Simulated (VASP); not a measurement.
These are PBEsol GGA, VASP's PBE PAW potentials (set 64) (plane waves; VASP) values and carry that method's errors.

The input files of a VASP run:

**POSCAR**
```
PtS2
1
    1.7829133649    -3.0880966056    -0.0000000000
    1.7829133649     3.0880966056     0.0000000000
    0.0000000000     0.0000000000     4.8232578439
Pt S
1 2
Direct
  1.0000000000   1.0000000000   1.0000000000
  0.3333330000   0.6666670000   0.2483770505
  0.6666670000   0.3333330000   0.7516229495
```

### KPOINTS
```
kpoints
0
gamma
 13 13 8
0 0 0
```

### INCAR
```
LASPH = T
LWAVE = F
PREC = Accurate
EDIFF = 1E-8
GGA = PS   ! PBEsol
LEPSILON = T
LREAL = F   ! projection in real space or not
ENCUT = 400   ! plane-wave cut-off (eV)
ISMEAR = 0   ! Gaussian
SYSTEM = PtS2
LCHARG = F
NSW = 1   ! most ionic steps
IBRION = 8
SIGMA = 0.01
LMAXMIX = 6   ! l cut-off of mixed one-centre charges
NELM = 100   ! most electronic steps
ALGO = Normal
```

POTCAR, in this order: Pt S (PBE.64 set). Program: vasp_std.

The run wrote:

**OUTCAR**
```
 ion  position               nearest neighbor table
   1  0.000  0.000  0.000-   2 2.38   3 2.38   3 2.38   2 2.38   3 2.38   2 2.38
   2  0.333  0.667  0.248-   1 2.38   1 2.38   1 2.38
   3  0.667  0.333  0.752-   1 2.38   1 2.38   1 2.38
  LATTYP: Found a hexagonal cell.
 ALAT       =     3.5658267922
 C/A-ratio  =     1.3526337999
 Subroutine PRICEL returns:
 Original cell was already a primitive cell.
 Subroutine GETGRP returns: Found 12 space group operations
The static configuration has the point symmetry D_3d.
The dynamic configuration has the point symmetry D_3d.
 Subroutine INISYM returns: Found 12 space group operations
 Subroutine IBZKPT returns following result:
 Found    147 irreducible k-points:

 Following reciprocal coordinates:
            Coordinates               Weight
  0.000000  0.000000  0.000000      1.000000
  0.076923  0.000000  0.000000      6.000000
  0.153846  0.000000  0.000000      6.000000
  0.230769  0.000000  0.000000      6.000000
  0.307692  0.000000  0.000000      6.000000
  0.384615  0.000000  0.000000      6.000000
  0.461538  0.000000  0.000000      6.000000
...
```

### OSZICAR
```
...
       N       E                     dE             d eps       ncg     rms          rms(c)
RMM:   1    -0.239394331978E+01   -0.23939E+01   -0.16471E+01  9006   0.650E+00
RMM:   2    -0.278692136381E+01   -0.39298E+00   -0.86417E-02  7304   0.135E+00    0.539E+00
RMM:   3    -0.232080463712E+01    0.46612E+00   -0.15678E+00  7185   0.569E+00    0.281E+00
RMM:   4    -0.230322159601E+01    0.17583E-01   -0.70660E-02  7053   0.151E+00    0.170E+00
RMM:   5    -0.233673626722E+01   -0.33515E-01   -0.12446E-02  7203   0.669E-01    0.221E-01
RMM:   6    -0.234353380769E+01   -0.67975E-02   -0.94529E-04  7278   0.183E-01    0.530E-02
RMM:   7    -0.234462225458E+01   -0.10884E-02   -0.17313E-04  7296   0.743E-02    0.168E-02
RMM:   8    -0.234456880396E+01    0.53451E-04   -0.15140E-07  7428   0.155E-02    0.905E-03
RMM:   9    -0.234505421478E+01   -0.48541E-03    0.66724E-06  7376   0.915E-03    0.278E-03
RMM:  10    -0.234508192908E+01   -0.27714E-04    0.33128E-08  7635   0.206E-03    0.127E-03
RMM:  11    -0.234507681924E+01    0.51098E-05    0.24268E-06  7593   0.620E-04    0.436E-04
RMM:  12    -0.234508748252E+01   -0.10663E-04    0.37182E-06  7264   0.397E-04    0.585E-05
RMM:  13    -0.234508667308E+01    0.80944E-06    0.76335E-07  4825   0.895E-05    0.324E-05
RMM:  14    -0.234508663243E+01    0.40654E-07   -0.18996E-07  4176   0.788E-05    0.981E-06
 Linear response DOF=           4
 Linear response progress:
  Degree of freedom:   1/  4
       N       E                     dE             d eps       ncg     rms          rms(c)
RMM:   1    -0.253606986904E+00   -0.25361E+00   -0.25400E-01 19408   0.379E+00
RMM:   2    -0.244245603123E+00    0.93614E-02   -0.84169E-03 16831   0.630E-01    0.245E-01
RMM:   3    -0.243888180822E+00    0.35742E-03   -0.63254E-04 17753   0.165E-01    0.147E-01
RMM:   4    -0.244372363252E+00   -0.48418E-03   -0.80187E-04 18074   0.168E-01    0.290E-02
RMM:   5    -0.244442633366E+00   -0.70270E-04   -0.75693E-05 17776   0.563E-02    0.111E-02
RMM:   6    -0.244489160227E+00   -0.46527E-04   -0.19300E-05 18722   0.102E-02    0.148E-03
RMM:   7    -0.244471880450E+00    0.17280E-04   -0.15386E-06 19053   0.387E-03    0.113E-03
RMM:   8    -0.244465372664E+00    0.65078E-05   -0.13868E-06 18589   0.157E-03    0.388E-04
RMM:   9    -0.244462022293E+00    0.33504E-05   -0.70714E-07 19361   0.800E-04    0.908E-05
RMM:  10    -0.244461158469E+00    0.86382E-06   -0.47541E-07 20565   0.231E-04    0.495E-05
RMM:  11    -0.244461438662E+00   -0.28019E-06   -0.23700E-07 25030   0.674E-05    0.432E-05
RMM:  12    -0.244461686882E+00   -0.24822E-06   -0.22311E-07 24057   0.890E-05    0.526E-06
RMM:  13    -0.244461732849E+00   -0.45967E-07   -0.22299E-07 27233   0.448E-05    0.131E-06
RMM:  14    -0.244461729517E+00    0.33316E-08   -0.22075E-07 26361   0.352E-05    0.497E-07
RMM:  15    -0.244461735613E+00   -0.60960E-08   -0.21874E-07 23443   0.342E-05    0.604E-07
RMM:  16    -0.244461732191E+00    0.34220E-08   -0.21337E-07 22280   0.338E-05    0.217E-07
RMM:  17    -0.244461730701E+00    0.14902E-08   -0.21851E-07 22601   0.341E-05    0.831E-08
 Linear response progress:
  Degree of freedom:   2/  4
       N       E                     dE             d eps       ncg     rms          rms(c)
RMM:   1    -0.273206020251E+00   -0.27321E+00   -0.26833E-01  7876   0.383E+00
RMM:   2    -0.262050966331E+00    0.11155E-01   -0.91214E-03  6683   0.684E-01    0.273E-01
RMM:   3    -0.261471566745E+00    0.57940E-03   -0.11593E-03  7081   0.212E-01    0.149E-01
RMM:   4    -0.261720403499E+00   -0.24884E-03   -0.65143E-04  7142   0.152E-01    0.522E-02
RMM:   5    -0.261895519571E+00   -0.17512E-03   -0.21026E-05  7330   0.331E-02    0.234E-02
RMM:   6    -0.261975667908E+00   -0.80148E-04   -0.12352E-05  6942   0.216E-02    0.276E-03
RMM:   7    -0.261959591906E+00    0.16076E-04   -0.24745E-07  7359   0.397E-03    0.201E-03
RMM:   8    -0.261937920380E+00    0.21672E-04   -0.70972E-08  7431   0.145E-03    0.382E-04
RMM:   9    -0.261939595564E+00   -0.16752E-05    0.15204E-08  7436   0.378E-04    0.120E-04
RMM:  10    -0.261939326562E+00    0.26900E-06    0.17282E-09  7586   0.112E-04    0.307E-05
RMM:  11    -0.261939057144E+00    0.26942E-06   -0.22356E-08  7462   0.496E-05    0.948E-06
RMM:  12    -0.261939147562E+00   -0.90418E-07   -0.92127E-09  7694   0.147E-05    0.285E-06
RMM:  13    -0.261939172978E+00   -0.25415E-07   -0.10843E-08  7155   0.862E-06    0.163E-06
RMM:  14    -0.261939172435E+00    0.54238E-09   -0.27719E-09  5118   0.334E-06    0.396E-07
 Linear response progress:
  Degree of freedom:   3/  4
       N       E                     dE             d eps       ncg     rms          rms(c)
RMM:   1    -0.100440168175E+00   -0.10044E+00    0.18505E-02 48595   0.233E+00
RMM:   2    -0.982523500059E-01    0.21878E-02   -0.24414E-03 31405   0.341E-01    0.159E-01
RMM:   3    -0.982877430581E-01   -0.35393E-04   -0.88717E-05 33181   0.607E-02    0.893E-02
RMM:   4    -0.984352580224E-01   -0.14751E-03   -0.71424E-05 34100   0.407E-02    0.891E-03
RMM:   5    -0.984052329391E-01    0.30025E-04   -0.23676E-05 34718   0.877E-03    0.309E-03
RMM:   6    -0.983923473688E-01    0.12886E-04   -0.10667E-05 34749   0.296E-03    0.101E-03
RMM:   7    -0.983978025796E-01   -0.54552E-05   -0.59152E-06 34392   0.112E-03    0.199E-04
RMM:   8    -0.983972520413E-01    0.55054E-06   -0.29936E-07 36296   0.302E-04    0.783E-05
RMM:   9    -0.983968606824E-01    0.39136E-06   -0.54546E-07 44620   0.103E-04    0.443E-05
RMM:  10    -0.983967613919E-01    0.99290E-07   -0.33799E-07 48278   0.709E-05    0.838E-06
RMM:  11    -0.983968330818E-01   -0.71690E-07   -0.22131E-07 51593   0.430E-05    0.347E-06
RMM:  12    -0.983968578026E-01   -0.24721E-07   -0.17137E-07 51209   0.390E-05    0.813E-07
RMM:  13    -0.983968596102E-01   -0.18076E-08   -0.19143E-07 47702   0.375E-05    0.317E-07
RMM:  14    -0.983968567025E-01    0.29078E-08   -0.18718E-07 43342   0.373E-05    0.388E-07
RMM:  15    -0.983968570678E-01   -0.36539E-09   -0.20388E-07 43171   0.373E-05    0.103E-07
RMM:  16    -0.983968558576E-01    0.12103E-08   -0.18991E-07 42469   0.373E-05    0.207E-07
RMM:  17    -0.983968565317E-01   -0.67411E-09   -0.19885E-07 42255   0.373E-05    0.752E-08
 Linear response progress:
  Degree of freedom:   4/  4
       N       E                     dE             d eps       ncg     rms          rms(c)
RMM:   1    -0.118895251530E+00   -0.11890E+00    0.11409E-03 10213   0.228E+00
RMM:   2    -0.115418422724E+00    0.34768E-02   -0.25843E-03  6857   0.349E-01    0.230E-01
RMM:   3    -0.115190529917E+00    0.22789E-03   -0.27257E-04  7172   0.940E-02    0.142E-01
RMM:   4    -0.115110426137E+00    0.80104E-04   -0.84240E-05  7224   0.628E-02    0.591E-02
RMM:   5    -0.115125818246E+00   -0.15392E-04   -0.22883E-05  7216   0.305E-02    0.106E-02
RMM:   6    -0.115142571478E+00   -0.16753E-04   -0.49034E-07  7397   0.591E-03    0.358E-03
RMM:   7    -0.115147700174E+00   -0.51287E-05   -0.10679E-07  7346   0.232E-03    0.101E-03
RMM:   8    -0.115146639027E+00    0.10611E-05    0.30683E-08  7426   0.649E-04    0.375E-04
RMM:   9    -0.115145454681E+00    0.11843E-05   -0.26662E-08  7282   0.277E-04    0.114E-04
RMM:  10    -0.115145586890E+00   -0.13221E-06   -0.16176E-07  7590   0.784E-05    0.225E-05
RMM:  11    -0.115145733366E+00   -0.14648E-06    0.62036E-08  7159   0.380E-05    0.648E-06
RMM:  12    -0.115145693385E+00    0.39981E-07    0.84241E-08  7645   0.101E-05    0.395E-06
RMM:  13    -0.115145686279E+00    0.71059E-08   -0.36995E-08  6885   0.587E-06    0.950E-07
 Linear response finished
```

### OUTCAR
```
------------------------ aborting loop because EDIFF is reached ----------------------------------------

 HEAD OF MICROSCOPIC STATIC DIELECTRIC TENSOR (INDEPENDENT PARTICLE, excluding Hartree and local field effects)
 ------------------------------------------------------
          26.661537     0.000000     0.000000
           0.000000    26.661539     0.000000
           0.000000     0.000000    20.009744
 ------------------------------------------------------

 MACROSCOPIC STATIC DIELECTRIC TENSOR (including local field effects in DFT)
 ------------------------------------------------------
          25.024787     0.000000    -0.000000
          -0.000000    25.024789     0.000000
           0.000000    -0.000000    16.469639
 ------------------------------------------------------

 PIEZOELECTRIC TENSOR (including local field effects)  for field in x, y, z        (e  Angst)
          XX          YY          ZZ          XY          YZ          ZX
  --------------------------------------------------------------------------------
  x     0.00000     0.00000     0.00000     0.00000     0.00000     0.00000
  y     0.00000     0.00000     0.00000     0.00000     0.00000     0.00000
  z     0.00000     0.00000     0.00000     0.00000     0.00000     0.00000

 PIEZOELECTRIC TENSOR (including local field effects)  for field in x, y, z        (C/m^2)
          XX          YY          ZZ          XY          YZ          ZX
  --------------------------------------------------------------------------------
  x     0.00000     0.00000     0.00000     0.00000     0.00000     0.00000
  y     0.00000     0.00000     0.00000     0.00000     0.00000     0.00000
  z     0.00000     0.00000     0.00000     0.00000     0.00000     0.00000

 BORN EFFECTIVE CHARGES (including local field effects) (in |e|, cummulative output)
 ---------------------------------------------------------------------------------
 ion    1
    1     3.20227     0.00000     0.00000
    2     0.00000     3.20227     0.00000
    3     0.00000     0.00000    -0.60747
 ion    2
    1    -1.60114     0.00000     0.00000
    2     0.00000    -1.60114     0.00000
    3     0.00000     0.00000     0.30374
 ion    3
    1    -1.60114     0.00000     0.00000
    2     0.00000    -1.60114     0.00000
    3     0.00000     0.00000     0.30374

   1 f  =    9.853239 THz    61.909724 2PiTHz  328.668662 cm-1    40.749702 meV
             X         Y         Z           dx          dy          dz
      0.000000  0.000000  0.000000    -0.000000   -0.000000   -0.000000
      1.782913  1.029368  1.197987    -0.000000    0.000000   -0.707107
      1.782913 -1.029368  3.625271     0.000000   -0.000000    0.707107

   2 f  =    9.701882 THz    60.958723 2PiTHz  323.619952 cm-1    40.123742 meV
             X         Y         Z           dx          dy          dz
      0.000000  0.000000  0.000000    -0.000000    0.000000    0.497198
      1.782913  1.029368  1.197987    -0.000000    0.000000   -0.613512
      1.782913 -1.029368  3.625271     0.000000   -0.000000   -0.613512

   3 f  =    9.229834 THz    57.992760 2PiTHz  307.874139 cm-1    38.171511 meV
             X         Y         Z           dx          dy          dz
      0.000000  0.000000  0.000000     0.000000   -0.497338   -0.000000
      1.782913  1.029368  1.197987    -0.000000    0.613455   -0.000000
      1.782913 -1.029368  3.625271    -0.000000    0.613455   -0.000000

   4 f  =    9.229834 THz    57.992759 2PiTHz  307.874131 cm-1    38.171510 meV
             X         Y         Z           dx          dy          dz
      0.000000  0.000000  0.000000     0.497338    0.000000    0.000000
      1.782913  1.029368  1.197987    -0.613455   -0.000000   -0.000000
      1.782913 -1.029368  3.625271    -0.613455   -0.000000   -0.000000

   5 f  =    8.955033 THz    56.266131 2PiTHz  298.707744 cm-1    37.035024 meV
             X         Y         Z           dx          dy          dz
      0.000000  0.000000  0.000000     0.000000    0.000000   -0.000000
      1.782913  1.029368  1.197987     0.000000    0.707107    0.000000
      1.782913 -1.029368  3.625271    -0.000000   -0.707107    0.000000

   6 f  =    8.955033 THz    56.266130 2PiTHz  298.707737 cm-1    37.035023 meV
             X         Y         Z           dx          dy          dz
      0.000000  0.000000  0.000000    -0.000000    0.000000    0.000000
      1.782913  1.029368  1.197987     0.707107   -0.000000   -0.000000
      1.782913 -1.029368  3.625271    -0.707107    0.000000   -0.000000

   7 f/i=    0.000711 THz     0.004467 2PiTHz    0.023714 cm-1     0.002940 meV
             X         Y         Z           dx          dy          dz
      0.000000  0.000000  0.000000    -0.862748   -0.091219   -0.000000
      1.782913  1.029368  1.197987    -0.349722   -0.036976   -0.000000
      1.782913 -1.029368  3.625271    -0.349722   -0.036976   -0.000000

   8 f/i=    0.000711 THz     0.004467 2PiTHz    0.023714 cm-1     0.002940 meV
             X         Y         Z           dx          dy          dz
      0.000000  0.000000  0.000000     0.091219   -0.862748    0.000000
      1.782913  1.029368  1.197987     0.036976   -0.349722    0.000000
      1.782913 -1.029368  3.625271     0.036976   -0.349722    0.000000

   9 f/i=    0.002316 THz     0.014555 2PiTHz    0.077269 cm-1     0.009580 meV
             X         Y         Z           dx          dy          dz
      0.000000  0.000000  0.000000     0.000000   -0.000000   -0.867637
      1.782913  1.029368  1.197987     0.000000   -0.000000   -0.351572
      1.782913 -1.029368  3.625271     0.000000   -0.000000   -0.351572

 MACROSCOPIC STATIC DIELECTRIC TENSOR IONIC CONTRIBUTION
 ------------------------------------------------------
           2.077000     0.000000    -0.000000
           0.000000     2.077000     0.000000
          -0.000000     0.000000     0.067669
 ------------------------------------------------------

 ELASTIC MODULI CONTR FROM IONIC RELAXATION (kBar)
 Direction    XX          YY          ZZ          XY          YZ          ZX
 --------------------------------------------------------------------------------
 XX        -825.5744   -464.3865   -803.3232     -0.0000   -365.5108     -0.0000
...
```
(Selected blocks of OUTCAR.)

OUTCAR:
```
 val. band max:        7.3711862721   @ k =   0.0000   0.0000   0.0000

 cond. band min:       7.6333913218   @ k =   0.0000   0.3077   0.2500


 Fermi energy:         7.4479179924

 k-point     1 :       0.0000    0.0000    0.0000
  band No.  band energies     occupation
      1      -8.3609      2.00000
      2      -5.0912      2.00000
      3      -0.0433      2.00000
      4       0.3653      2.00000
      5       0.3653      2.00000
      6       3.2371      2.00000
      7       3.2371      2.00000
      8       5.0746      2.00000
      9       5.9637      2.00000
     10       5.9637      2.00000
     11       7.3712      2.00000
     12       8.9829      0.00000
     13       8.9830      0.00000
     14      11.2998      0.00000
     15      12.4796      0.00000

 k-point     2 :       0.0769    0.0000    0.0000
  band No.  band energies     occupation
      1      -8.2846      2.00000
      2      -5.1407      2.00000
      3       0.0388      2.00000
      4       0.4157      2.00000
      5       0.4370      2.00000
      6       3.1263      2.00000
      7       3.1765      2.00000
      8       4.8717      2.00000
      9       5.8788      2.00000
     10       5.9521      2.00000
     11       7.2824      2.00000
     12       8.7900      0.00000
     13       8.9670      0.00000
     14      11.7611      0.00000
     15      12.7935      0.00000

 k-point     3 :       0.1538    0.0000    0.0000
  band No.  band energies     occupation
      1      -8.0621      2.00000
      2      -5.2744      2.00000
      3       0.2695      2.00000
      4       0.5568      2.00000
      5       0.6449      2.00000
      6       2.7550      2.00000
      7       3.0384      2.00000
      8       4.4050      2.00000
      9       5.7179      2.00000
     10       5.8537      2.00000
     11       6.8932      2.00000
     12       8.6760      0.00000
     13       8.9887      0.00000
     14      12.5240      0.00000
     15      13.4491      0.00000
...
```

The dielectric response may not be converged in the k-mesh; for small gaps it tends to come out too large. Tensors are in the Cartesian frame of the cell as typed. Without a dispersion term in the relaxation, distances and binding between the weakly bound layers, chains or molecules are unreliable, and so is what depends on them. Unless said otherwise, spin-orbit coupling is left out, though it shifts the bands of the heavy elements here.

The compound is PtS2 in the 1T layered structure. It was relaxed first.
